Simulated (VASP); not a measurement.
## A VASP study of GeAu2 (revPBE + D4): structure first, properties next

What structure does GeAu2 take at this level, and what are its properties? The steps: full relaxation (revPBE + D4), second relaxation, density, ELF and potential (revPBE + D4), bands along the symmetry lines (revPBE + D4), total and projected DOS (revPBE + D4), volume scan with revPBE + D4, fit for revPBE + D4, core levels (revPBE + D4) and relaxing the atoms (revPBE + D4) with a changed input. The cell is invented: other elements were put on sites of a known structure type. It may not be a known or stable phase.

Main program and level: VASP 6.6.1; revPBE with D4; plane waves and PAW (Ge_d, Au); invented cell.

## 1. The starting structure

Before any relaxation, the start is as follows. The structure is trigonal, space group P-3m1 (No. 164). The conventional cell has a = 3.173 Å, b = 3.173 Å, c = 5.802 Å, α = 90.00°, β = 90.00°, γ = 120.00°. Nearest to Ge lie 6 Au at 2.34 Å. Nearest to Au lie 3 Ge at 2.34 Å. Farther neighbours are not listed.

As a file:

```cif
data_structure
_symmetry_space_group_name_H-M 'P 1'
_symmetry_Int_Tables_number 1
_cell_length_a 3.1734
_cell_length_b 3.1734
_cell_length_c 5.8020
_cell_angle_alpha 90.000
_cell_angle_beta 90.000
_cell_angle_gamma 120.000
_cell_volume 50.60
loop_
_atom_site_label
_atom_site_type_symbol
_atom_site_fract_x
_atom_site_fract_y
_atom_site_fract_z
_atom_site_occupancy
Ge1 Ge 0.00000 0.00000 0.00000 1
Au2 Au 0.33333 0.66667 0.25000 1
Au3 Au 0.66667 0.33333 0.75000 1
```

## 2. Full relaxation (revPBE + D4)

Properties are meant for the cell that this level of theory prefers, so cell and atoms are relaxed first (ISIF = 3) until forces and stress are small; EDIFFG sets the threshold. revPBE by itself binds more weakly than PBE and expands cells; dispersion terms fitted to it are the larger for that. A dispersion term adds the long-range attraction that semilocal functionals lack. D4 lets the coefficients depend on atomic charges too.

Input file INCAR:

```
SYSTEM = GeAu2
PREC = Accurate
ENCUT = 410
EDIFF = 1E-06
NELM = 100
ISMEAR = -1
SIGMA = 0.05
LREAL = .FALSE.
ALGO = Normal
GGA = RE
IVDW = 13
LORBIT = 11
LWAVE = .FALSE.
LCHARG = .FALSE.
IBRION = 2
NSW = 60
ISIF = 3
EDIFFG = -0.01
```

Input file POSCAR:

```
GeAu2
1.0
    3.1734252800      0.0000000000      0.0000000000
   -1.5867126400      2.7482669100      0.0000000000
    0.0000000000      0.0000000000      5.8020201400
Ge Au
1 2
Direct
    0.0000000000      0.0000000000      0.0000000000
    0.3333333300      0.6666666700      0.2500000000
    0.6666666700      0.3333333300      0.7500000000
```

Input file KPOINTS:

```
Automatic mesh
0
Gamma
8 8 4
0 0 0
```

PAW data sets: Ge_d and Au (PBE family, release 64).

Command:

```console
> mpirun -np 1 vasp_std
```

What it wrote:

```text
[banner, memory and clock lines left out]
running    1 mpi-ranks, on    1 nodes
 distrk:  each k-point on    1 cores,    1 groups
 distr:  one band on    1 cores,    1 groups

 POSCAR found type information on POSCAR GeAu
 POSCAR found :  2 types and       3 ions
|                                                                             |
|               ----> ADVICE to this user running VASP <----                  |
|                                                                             |
|     You enforced a specific xc type in the INCAR file but a different       |
|     [... a line on the potential file left out ...]
|     I HOPE YOU KNOW WHAT YOU ARE DOING!                                     |
|                                                                             |

 LDA part: xc-table for (Slater+PW92), standard interpolation
 POSCAR, INCAR and KPOINTS ok, starting setup
 FFT: planning ... GRIDC
 FFT: planning ... GRID_SOFT
 FFT: planning ... GRID
 WAVECAR not read
 entering main loop
       N       E                     dE             d eps       ncg     rms          rms(c)
DAV:   1     0.273564301191E+03    0.27356E+03   -0.16018E+04  1866   0.316E+03
DAV:   2     0.199774002679E+02   -0.25359E+03   -0.24368E+03  1618   0.695E+02
DAV:   3    -0.740925462260E+01   -0.27387E+02   -0.27077E+02  1726   0.133E+02
DAV:   4    -0.816135037059E+01   -0.75210E+00   -0.75163E+00  1738   0.232E+01
DAV:   5    -0.817744686251E+01   -0.16096E-01   -0.16096E-01  1780   0.368E+00    0.166E+01
DAV:   6    -0.686762298845E+01    0.13098E+01   -0.50930E+00  2024   0.217E+01    0.939E+00
DAV:   7    -0.681187718497E+01    0.55746E-01   -0.25025E-01  1748   0.548E+00    0.493E+00
DAV:   8    -0.679283937153E+01    0.19038E-01   -0.35185E-02  2094   0.293E+00    0.312E-01
DAV:   9    -0.679166703839E+01    0.11723E-02   -0.70707E-03  2066   0.161E+00    0.138E-01
DAV:  10    -0.679168529165E+01   -0.18253E-04   -0.57954E-04  1932   0.233E-01    0.382E-02
DAV:  11    -0.679169389672E+01   -0.86051E-05   -0.27250E-05  1762   0.502E-02    0.160E-02
DAV:  12    -0.679169690364E+01   -0.30069E-05   -0.45893E-06  1658   0.348E-02    0.515E-03
DAV:  13    -0.679169641704E+01    0.48659E-06   -0.47523E-07   878   0.653E-03
   1 F= -.96801334E+01 E0= -.96764714E+01  d E =-.968013E+01
 curvature:   0.00 expect dE= 0.000E+00 dE for cont linesearch  0.000E+00
 trial: gam= 0.00000 g(F)=  0.344E+01 g(S)=  0.741E+01 ort = 0.000E+00 (trialstep = 0.100E+01)
 search vector abs. value=  0.109E+02
 bond charge predicted
       N       E                     dE             d eps       ncg     rms          rms(c)
DAV:   1    -0.997720719984E+02   -0.92980E+02   -0.40574E+03  1826   0.123E+03    0.108E+02
DAV:   2    -0.311601045859E+02    0.68612E+02   -0.19439E+02  1676   0.121E+02    0.397E+01
DAV:   3    -0.143481612279E+02    0.16812E+02   -0.28210E+01  1744   0.443E+01    0.389E+01
DAV:   4    -0.916911995871E+01    0.51790E+01   -0.54098E+00  1822   0.166E+01    0.156E+01
DAV:   5    -0.797809265567E+01    0.11910E+01   -0.25351E+00  1726   0.122E+01    0.220E+00
DAV:   6    -0.797214914724E+01    0.59435E-02   -0.14026E-01  1714   0.306E+00    0.106E+00
DAV:   7    -0.797513507270E+01   -0.29859E-02   -0.84640E-03  1630   0.586E-01    0.333E-01
DAV:   8    -0.797588026206E+01   -0.74519E-03   -0.27937E-03  1654   0.485E-01    0.210E-01
DAV:   9    -0.797587915280E+01    0.11093E-05   -0.11752E-04  1770   0.826E-02    0.321E-02
DAV:  10    -0.797589268787E+01   -0.13535E-04   -0.33225E-05  1612   0.452E-02    0.143E-02
DAV:  11    -0.797589387708E+01   -0.11892E-05   -0.25336E-06  1442   0.131E-02    0.290E-03
DAV:  12    -0.797589449217E+01   -0.61509E-06   -0.82779E-07  1028   0.790E-03
   2 F= -.99492672E+01 E0= -.99453357E+01  d E =-.269134E+00
[... from here on, the cycles between the ionic steps are left out ...]
   3 F= -.11458771E+02 E0= -.11454228E+02  d E =-.177864E+01
   4 F= -.11484907E+02 E0= -.11480291E+02  d E =-.180477E+01
   5 F= -.11491253E+02 E0= -.11486547E+02  d E =-.181112E+01
   6 F= -.11491720E+02 E0= -.11487035E+02  d E =-.181159E+01
   7 F= -.11695270E+02 E0= -.11690346E+02  d E =-.203551E+00
   8 F= -.12113349E+02 E0= -.12108323E+02  d E =-.621630E+00
   9 F= -.12162064E+02 E0= -.12157583E+02  d E =-.487143E-01
  10 F= -.12173176E+02 E0= -.12168606E+02  d E =-.598271E-01
  11 F= -.12178622E+02 E0= -.12173822E+02  d E =-.544585E-02
  12 F= -.12178633E+02 E0= -.12173818E+02  d E =-.545615E-02
  13 F= -.12183063E+02 E0= -.12177921E+02  d E =-.443050E-02
  14 F= -.12193661E+02 E0= -.12188675E+02  d E =-.150285E-01
  15 F= -.12166886E+02 E0= -.12163080E+02  d E =0.117466E-01
  16 F= -.12196435E+02 E0= -.12192070E+02  d E =-.178024E-01
  17 F= -.12196529E+02 E0= -.12192300E+02  d E =-.178969E-01
  18 F= -.12197846E+02 E0= -.12193658E+02  d E =-.131689E-02
  19 F= -.12200352E+02 E0= -.12196225E+02  d E =-.382268E-02
  20 F= -.12198777E+02 E0= -.12194860E+02  d E =-.224708E-02
  21 F= -.12200809E+02 E0= -.12196731E+02  d E =-.427987E-02
  22 F= -.12203502E+02 E0= -.12199435E+02  d E =-.269296E-02
  23 F= -.12208890E+02 E0= -.12204890E+02  d E =-.808096E-02
  24 F= -.12208180E+02 E0= -.12204383E+02  d E =-.737019E-02
  25 F= -.12210420E+02 E0= -.12206515E+02  d E =-.961026E-02
  26 F= -.12212410E+02 E0= -.12208514E+02  d E =-.199055E-02
  27 F= -.12214896E+02 E0= -.12211015E+02  d E =-.447688E-02
  28 F= -.12215490E+02 E0= -.12211636E+02  d E =-.507031E-02
  29 F= -.12215988E+02 E0= -.12212124E+02  d E =-.556877E-02
  30 F= -.12215986E+02 E0= -.12212122E+02  d E =-.556670E-02
  31 F= -.12216037E+02 E0= -.12212169E+02  d E =-.506613E-04
  32 F= -.12216073E+02 E0= -.12212199E+02  d E =-.865374E-04
  33 F= -.12216113E+02 E0= -.12212244E+02  d E =-.399647E-04
  34 F= -.12216137E+02 E0= -.12212281E+02  d E =-.638578E-04
  35 F= -.12216155E+02 E0= -.12212303E+02  d E =-.186988E-04
 trial-energy change:   -0.000019  1 .order   -0.000018   -0.000023   -0.000013
 step:   1.4879(harm=  1.4879)  dis= 0.00051  next Energy=   -12.216164 (dE=-0.269E-04)
 bond charge predicted
       N       E                     dE             d eps       ncg     rms          rms(c)
DAV:   1    -0.941455842247E+01    0.12480E-02   -0.10832E-02  1684   0.934E-01    0.106E-01
DAV:   2    -0.941431521613E+01    0.24321E-03   -0.49654E-04  1794   0.253E-01    0.552E-02
DAV:   3    -0.941426081560E+01    0.54401E-04   -0.59621E-05  2010   0.918E-02    0.291E-02
DAV:   4    -0.941424730989E+01    0.13506E-04   -0.20151E-05  2186   0.516E-02    0.719E-03
DAV:   5    -0.941424745755E+01   -0.14766E-06   -0.12290E-06   946   0.135E-02
  36 F= -.12216167E+02 E0= -.12212320E+02  d E =-.305988E-04
 curvature:  -1.58 expect dE=-0.177E-04 dE for cont linesearch -0.671E-07
 trial: gam= 0.29399 g(F)=  0.693E-05 g(S)=  0.424E-05 ort =-0.181E-05 (trialstep = 0.795E+00)
 search vector abs. value=  0.168E-04
 reached required accuracy - stopping structural energy minimisation
```

Wall time 8.2 min (1 MPI rank of Intel Xeon Platinum 8488C (Sapphire Rapids), shared host); peak memory 0.19 GiB.

The logs omit lines about the potential files and the build; timing stands in the text.

OUTCAR, selected parts (step 2):

```text
ion  position               nearest neighbor table
   1  0.000  0.000  0.000-   2 2.34   3 2.34   3 2.34   2 2.34   3 2.34   2 2.34
   2  0.333  0.667  0.250-   1 2.34   1 2.34   1 2.34   3 3.43   3 3.43   3 3.43   3 3.43   3 3.43
                             3 3.43
   3  0.667  0.333  0.750-   1 2.34   1 2.34   1 2.34   2 3.43   2 3.43   2 3.43   2 3.43   2 3.43
                             2 3.43

  LATTYP: Found a hexagonal cell.
 ALAT       =     3.1734252800
 C/A-ratio  =     1.8283147161

 Subroutine GETGRP returns: Found 12 space group operations
 (whereof 12 operations were pure point group operations)

The static configuration has the point symmetry D_3d.

 Found     35 irreducible k-points:

   k-points           NKPTS =     35   k-points in BZ     NKDIM =     35   number of bands    NBANDS=     22

   dimension x,y,z NGX =    24 NGY =   24 NGZ =   40
   dimension x,y,z NGXF=    48 NGYF=   48 NGZF=   80

   ENCUT  =  410.0 eV  30.13 Ry    5.49 a.u.   5.24  5.24  9.58*2*pi/ulx,y,z

   NELECT =      36.0000    total number of electrons

 k-points in reciprocal lattice and weights: Automatic mesh
   0.00000000  0.00000000  0.00000000       0.004
   0.12500000 -0.00000000  0.00000000       0.023
   0.25000000 -0.00000000  0.00000000       0.023
   0.37500000 -0.00000000  0.00000000       0.023
   0.50000000 -0.00000000  0.00000000       0.012
   0.12500000  0.12500000  0.00000000       0.023
   0.25000000  0.12500000  0.00000000       0.047
   0.37500000  0.12500000  0.00000000       0.047
   0.25000000  0.25000000  0.00000000       0.023
[...]
0.25000000  0.25000000  0.50000000       0.023
   0.37500000  0.25000000  0.50000000       0.023

 average (electrostatic) potential at core
       1 -70.8856       2 -65.1317       3 -65.1317

 E-fermi :   8.7288

 k-point     1 :       0.0000    0.0000    0.0000
  band No.  band energies     occupation
    ...
     14       4.5290      2.00000
     15       5.0249      2.00000
     16       5.0249      2.00000
     17       5.5519      2.00000
     18       5.5519      2.00000
     19      15.7613      0.00000
     20      15.7613      0.00000
     21      16.2311      0.00000
     22      16.2372      0.00000

 k-point     2 :       0.1250   -0.0000    0.0000
  band No.  band energies     occupation
    ...
     14       4.5242      2.00000
     15       4.9751      2.00000
     16       5.0846      2.00000
     17       5.6203      2.00000
     18       6.0768      2.00000
     19      13.4987      0.00000
     20      15.0079      0.00000
     21      16.0536      0.00000
     22      16.7089      0.00000

 k-point     3 :       0.2500   -0.0000    0.0000
  band No.  band energies     occupation
    ...
     14       4.8718      2.00000
     15       5.2285      2.00000
     16       5.5996      2.00000
     17       5.7149      2.00000
     18       6.8890      2.00000
     19      10.3111      0.00000
     20      13.7128      0.00000
     21      15.2868      0.00000
     22      17.4963      0.00000

  DFT-D4 for vdW energy calculation

  Edisp (eV):   -2.80192

  Total       0.00974     0.00974     0.00860     0.00000    -0.00000     0.00000
  in kB       0.29742     0.29742     0.26249     0.00000    -0.00000     0.00000
  external pressure =        0.29 kB  Pullay stress =        0.00 kB

  energy-cutoff  :      410.00
  volume of cell :       52.49
      direct lattice vectors                 reciprocal lattice vectors
     3.090895276 -0.000000000  0.000000000     0.323530858  0.186790628  0.000000000
    -1.545447638  2.676793830 -0.000000000     0.000000000  0.373581256  0.000000000
    -0.000000000 -0.000000000  6.344345522    -0.000000000  0.000000000  0.157620671

 POSITION                                       TOTAL-FORCE (eV/Angst)
 -----------------------------------------------------------------------------------
      0.00000      0.00000      0.00000         0.000000      0.000000      0.000000
     -0.00000      1.78453      2.04064        -0.000000     -0.000000      0.008476
      1.54545      0.89226      4.30370         0.000000      0.000000     -0.008476
 -----------------------------------------------------------------------------------
    total drift:                               -0.000000     -0.000000     -0.000000

  FREE ENERGIE OF THE ION-ELECTRON SYSTEM (eV)
  ---------------------------------------------------
  free  energy   TOTEN  =       -12.2161673060 eV

  energy  without entropy=      -12.2084728048  energy(sigma->0) =      -12.21232006

 reached required accuracy - stopping structural energy minimisation

 total charge
# of ion       s       p       d       tot
------------------------------------------
    1        1.217   0.974  10.058  12.249
    2        0.582   0.345   8.744   9.671
    3        0.582   0.345   8.744   9.671
--------------------------------------------------
tot          2.381   1.664  27.546  31.591

[... 3 further parts left out ...]
```

The k-mesh is coarse for a metal. The PAW data sets were made with PBE, which is usual practice but a small mismatch for other functionals. Dispersion corrections of this kind ignore metallic screening and tend to overbind metals. The run keeps the 12 symmetry operations of its start, so it cannot find a distortion of lower symmetry.

Step by step (22 of 36):

```
step  energy less that of the first step (eV)  largest force (eV/Å)  pressure (GPa)  volume (Å³)
   1                                   0.0000                5.9744           39.20        50.60
   3                                  -1.7786                0.8488           -6.40        64.51
   4                                  -1.8048                1.0670           -4.89        63.18
   6                                  -1.8116                1.2677           -3.29        62.10
   8                                  -2.4332                0.6834            4.60        52.54
   9                                  -2.4819                0.4401           -0.31        54.39
  11                                  -2.4985                0.0392           -0.63        54.36
  13                                  -2.5029                0.0879           -0.42        54.03
  14                                  -2.5135                0.2343            0.75        52.95
  16                                  -2.5163                0.3067            1.26        52.50
  18                                  -2.5177                0.3523            1.61        52.18
  19                                  -2.5202                0.3697            1.47        52.07
  21                                  -2.5207                0.3827            1.69        51.98
  23                                  -2.5288                0.2842            0.08        52.57
  24                                  -2.5280                0.1499           -1.99        53.45
  26                                  -2.5323                0.1764           -0.64        52.91
  28                                  -2.5354                0.0776            0.13        52.50
  29                                  -2.5359                0.0052           -0.12        52.61
  31                                  -2.5359                0.0065           -0.01        52.57
  33                                  -2.5360                0.0036            0.03        52.53
  34                                  -2.5360                0.0120           -0.06        52.55
  36                                  -2.5360                0.0085            0.03        52.49
```

```
conventional cell, symmetrised  before  after  change
                         a (Å)   3.173  3.091  -2.6 %
                         b (Å)   3.173  3.091  -2.6 %
                         c (Å)   5.802  6.344  +9.3 %
              volume (Å³/atom)   16.87  17.50  +3.7 %
```

The atoms that moved most (Å, as changes of fractional coordinates times the final cell):

```
atom     dx     dy      dz  length
 Au3  0.000  0.000  -0.455   0.455
 Au2  0.000  0.000   0.455   0.455
```

Final coordinates:

```xyz
3
Lattice="3.0909 0.0000 0.0000 -1.5454 2.6768 0.0000 0.0000 0.0000 6.3443" Properties=species:S:1:pos:R:3 pbc="T T T"
Ge    0.0000    0.0000    0.0000
Au    0.0000    1.7845    2.0406
Au    1.5454    0.8923    4.3037
```

Numbers from this step:

| Item | Value |
| --- | --- |
| electrons | 36 |
| bands | 22 |
| irreducible k-points | 35 |
| symmetry operations | 12 |
| free energy (TOTEN) | -12.22 eV |
| energy at zero smearing | -12.21 eV |
| Fermi energy | 8.729 eV |
| pressure | 0.02858 GPa |
| metallic, judged on the points sampled | yes |
| SCF cycles over all ionic steps | 252 |

It ends with a largest force of 0.008 eV/Å and a pressure of 0.03 GPa.

(Part 1 of 4 ends here.)

[Lines on the potential files, build, host, timing and source positions are cut from VASP's logs without a mark.]

[Logs are printed without paths, hosts, clocks, repeated set-up lines and the standing remarks that a program may print on its own settings, such as how far it seeks lower states.]

[Hosts, paths, dates, database ids (printed as entryN), source tags and the programs' standing remarks are cut or masked in the printed files.]

[A measured line is paired with the nearest computed mode of its activity, which favours agreement.]

[In band tables of VASP the shares of atoms and orbitals are scaled to a sum of 1 inside the atoms' spheres.]
